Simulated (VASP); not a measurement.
An input for Ansatz (written as the equivalent of a VASP run, and not itself run):

Ansatz 0.2 input:
```yaml
crystal:
  lattice:
    - [3.4610452, 1.9982351, 2.6637011]
    - [-3.4610452, 1.9982351, 2.6637011]
    - [0.0000000, -3.9964710, 2.6637010]
  atoms:
    - { symbol: Ag, position: [0.0821882, 0.5000000, 0.9178118] }
    - { symbol: Ag, position: [0.9178118, 0.0821882, 0.5000000] }
    - { symbol: Ag, position: [0.5000000, 0.9178118, 0.0821882] }
    - { symbol: S, position: [1.0000000, 1.0000000, 0.0000000] }
    - { symbol: I, position: [0.5000000, 0.5000000, 0.5000000] }
kpoints:
  mp_grid: { grid: [4, 4, 4] }
hamiltonian:
  xc: lda
  pseudopotentials: { kind: paw }
scf:
  occupations: { method: gaussian, width: 0.05 }
  max_iter: 100
relax:
  max_steps: 60
  f_tol: 0.02
  cell: {}
output: { forces: true, stress: true, eigenvalues: true }
```

Task: Write the VASP files for the same calculation (LDA).

Result: One answer among several that fit: 
INCAR:
```
ALGO  =  Normal
EDIFF  =  1E-6
EDIFFG  =  -0.02
ENCUT  =  400
IBRION  =  2
ISIF  =  3
ISMEAR  =  0
LASPH  =  .True.
LCHARG  =  .False.
LMAXMIX  =  4
LREAL  =  .False.
LWAVE  =  .False.
NELM  =  100
NSW  =  60
PREC  =  Accurate
SIGMA  =  0.05
SYSTEM  =  Ag3SI
```

POSCAR:
```
Ag3SI
1
    3.4610452205     1.9982350589     2.6637010739
   -3.4610452205     1.9982350589     2.6637010739
   -0.0000000000    -3.9964710283     2.6637010312
Ag S I
3 1 1
Direct
  0.0821882095   0.5000000000   0.9178117905
  0.9178117905   0.0821882095   0.5000000000
  0.5000000000   0.9178117905   0.0821882095
  1.0000000000   1.0000000000   0.0000000000
  0.5000000000   0.5000000000   0.5000000000
```

**KPOINTS**
```
Regular mesh
0
Gamma
  4 4 4
0 0 0
```

POTCAR, in this order: Ag S I (LDA.64 set). Program: vasp_std.

The two are equivalent in intent, not identical: each code has its own PAW files, so the cut-off isn't converted (ENCUT is set for VASP's; basis.ecutwfc is left out, and Ansatz then takes the one that its files recommend); Ansatz stops its SCF on the density residual and VASP on the energy change (EDIFF); Ansatz's lda is the Perdew-Wang form, while the LDA potentials of VASP carry Perdew-Zunger's.

The structure comes from a computed database's Ag3SI entry (R32); how it stands against other phases isn't given here. This run relaxes it. Symmetry was kept, so distortions that lower it aren't found. The start is the result of an earlier pass.
